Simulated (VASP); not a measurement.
The input files of a VASP run:

POSCAR:
```
AuZn
1
    3.1968130000     0.0000000000     0.0000000000
    0.0000000000     3.0925390000     0.0000000000
    0.0000000000     0.0000000000     3.2034120000
Zn Au
1 1
Direct
  0.5000000000   0.5000000000   0.5000000000
  0.0251430000   0.0000000000   0.0000000000
```

### INCAR
```
SYSTEM = AuZn
PREC = Accurate
ENCUT = 400
EDIFF = 1E-6
NELM = 100
ALGO = Normal
LREAL = .FALSE.
LASPH = .TRUE.
ISMEAR = 1
SIGMA = 0.1
GGA = PE
LMAXMIX = 6
LWAVE = .FALSE.
LCHARG = .FALSE.
ISIF = 2
LDAU = .TRUE.
LDAUTYPE = 2
LDAUL = 2 -1
LDAUU = 5.0 0
LDAUJ = 0 0
LDAUPRINT = 1
LORBIT = 10
```

### KPOINTS
```
Automatic mesh
0
G
10 11 10
0 0 0
```

POTCAR, in this order: Zn Au (PBE.64 set). Program: vasp_std.

Write an equivalent input for Ansatz.

One equivalent input (not run):
Ansatz 0.2 input:
```yaml
crystal:
  lattice:
    - [3.1968130, 0.0000000, 0.0000000]
    - [0.0000000, 3.0925390, 0.0000000]
    - [0.0000000, 0.0000000, 3.2034120]
  atoms:
    - { symbol: Zn, position: [0.5000000, 0.5000000, 0.5000000] }
    - { symbol: Au, position: [0.0251430, 0.0000000, 0.0000000] }
kpoints:
  mp_grid: { grid: [10, 11, 10] }
hamiltonian:
  xc: pbe
  pseudopotentials: { kind: paw }
  hubbard:
    sites:
      - { species: Zn, l: d, u_eff: 5 }
scf:
  occupations: { method: methfessel_paxton, width: 0.1 }
  max_iter: 100
output: { forces: true, stress: true, eigenvalues: true }
```
Limits of the translation: each code has its own PAW files, so the cut-off isn't converted (ENCUT is set for VASP's; basis.ecutwfc is left out, and Ansatz then takes the one that its files recommend); Ansatz stops its SCF on the density residual and VASP on the energy change (EDIFF); the +U projectors differ, so the same U acts differently.

The compound is AuZn in the CsCl type structure. The cell was not relaxed at this level, atoms are displaced from their ideal sites. The run is one of a series of settings (LDAU = .TRUE., LDAUJ = 0 0, LDAUL = 2 -1, LDAUTYPE = 2, LDAUU = 5.0 0 against the base run), some of them coarse on purpose.
